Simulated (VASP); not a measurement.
Cd15Te17 (a cell with a defect), 32 atoms in the cell. The cell holds a defect, 32 atoms: a = 11.470 Å, b = 11.470 Å, c = 11.470 Å, α = 109.47°, β = 109.47°, γ = 109.47°. 

| Quantity | Value |
| --- | --- |
| Program | VASP 6.6.1 |
| Task | single point |
| Functional | HSE06 |
| Potentials or basis | VASP PAW PBE potentials, release 64 (Te, Cd) |
| Cutoff | 400 eV |
| k mesh | 1 × 1 × 1 |
| Occupations | gaussian, width 0.01 eV |
| Spin | collinear spin, ferromagnetic start |
| Grid for exact exchange (PRECFOCK) | Fast |
| Screening parameter | 0.2 1/A |
| Further INCAR settings | PREC = Normal; LREAL = Auto; ALGO = Normal; EDIFF = 1e-06; NBANDS = 167; AMIX = 0.2; BMIX = 0.0001; NELECT = 281.0 |

Potentials or basis: VASP PAW PBE potentials, release 64 (Te, Cd).

Command:

```sh
$ cat potpaw_PBE.64/Te/POTCAR potpaw_PBE.64/Cd/POTCAR > POTCAR
$ cp INCAR.step1 INCAR
$ mpirun -np 1 vasp_gam > vasp.out
$ cp INCAR.step2 INCAR
$ mpirun -np 1 vasp_gam > vasp.out
```

Hardware: 1 × NVIDIA H100 80GB with 1 thread of AMD EPYC 7R13 Processor (Zen 3) (shared host).

Q: Estimate the wall time of this run.

A: Run time: 18 min on 1 × NVIDIA H100 80GB with 1 thread of AMD EPYC 7R13 Processor (Zen 3), on a shared host, peak memory 1.4 GiB. Counts: scf iterations 14, k points 1.
